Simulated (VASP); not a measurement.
Input:

```
LuN
1.0
    3.21651     0.00000     0.00000
   -1.60826     2.78558     0.00000
    0.00000     0.00000     2.84383
Lu N
1 1
Direct
  0.00000   0.00000   0.00000
  0.66667   0.33333   0.50000
```

All values below come from PBEsol GGA, VASP's PBE PAW potentials (set 64) (plane waves; VASP). Settings: 600 eV cut-off, 10×10×8 Γ-centred mesh, Gaussian smearing of 0.050 eV, potentials Lu_3 N.

Problem. What does the run give for the energy per atom (σ→0), pressure?

Solution. 
```
Quantity                        Value
---------------------  --------------
energy per atom (σ→0)  -8.239 eV/atom
pressure                     6.28 GPa
```

The absolute energy has meaning only against runs of the same code, potentials and settings.

The structure was generated: LuN was put into the WC type (P-6m2), which need not be its known phase. This cell was strained or had an atom moved on purpose.
